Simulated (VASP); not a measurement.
```
CELL_PARAMETERS angstrom
      0.00000     1.98957     1.98957
      1.98957     0.00000     1.98957
      1.98957     1.98957     0.00000
ATOMIC_POSITIONS crystal
  Li 0.00000 0.00000 0.00000
  F  0.50000 0.50000 0.50000
```

Calculation: r2SCAN meta-GGA, VASP's PBE PAW potentials (set 64) (plane waves; VASP 6.6.1). Run with PREC = Normal, EDIFF = 1E-5, 450 eV cut-off, 13×13×13 Γ-centred mesh, Gaussian smearing of 0.050 eV, potentials Li_sv F.

At this cut-off the stress carries a Pulay error, which pulls relaxed volumes low.

Give the stress tensor in GPa (positive for a compressed cell).

```
-3.05   0.00   0.00
 0.00  -3.05   0.00
 0.00   0.00  -3.05
```
The pressure is its mean diagonal, -3.05 GPa.

The compound is LiF in the rock salt structure. It was relaxed first.
